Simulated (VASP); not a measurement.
OSZICAR of a VASP run on Rh (space group Fm-3m):

**OSZICAR**
```
       N       E                     dE             d eps       ncg     rms          rms(c)
DAV:   1     0.716051922666E+02    0.71605E+02   -0.70752E+03  2753   0.980E+02
DAV:   2    -0.693819609801E+01   -0.78543E+02   -0.75299E+02  2754   0.296E+02
DAV:   3    -0.775822279659E+01   -0.82003E+00   -0.81726E+00  3036   0.348E+01
DAV:   4    -0.776214771392E+01   -0.39249E-02   -0.39245E-02  2889   0.244E+00
DAV:   5    -0.776220075111E+01   -0.53037E-04   -0.53039E-04  2981   0.256E-01    0.101E+01
DAV:   6    -0.729352938413E+01    0.46867E+00   -0.10613E+00  2736   0.154E+01    0.364E+00
DAV:   7    -0.727504951248E+01    0.18480E-01   -0.20049E-02  2988   0.180E+00    0.173E+00
DAV:   8    -0.727118461362E+01    0.38649E-02   -0.31419E-03  2733   0.896E-01    0.175E-01
DAV:   9    -0.727110513714E+01    0.79476E-04   -0.50656E-05  3042   0.107E-01    0.141E-02
DAV:  10    -0.727110976422E+01   -0.46271E-05   -0.18100E-06  2508   0.173E-02    0.170E-03
DAV:  11    -0.727110974364E+01    0.20583E-07   -0.15445E-07  1482   0.573E-03
   1 F= -.72711097E+01 E0= -.72582284E+01  d E =-.257628E-01
```

**Question.** Which electronic solver shows in the log?

**Answer.** It is blocked Davidson (ALGO = Normal, or the opening steps of other solvers). The INCAR had ALGO = Normal.

**Question.** Can the final energy be trusted as converged?

**Answer.** The run converged. It stopped with EDIFF = 1E-6, NELM = 100 (PBE GGA, plane waves, VASP's PBE PAW potentials (set 64)).

The structure is a typed Rh crystal (Fm-3m). The cell was not relaxed at this level.
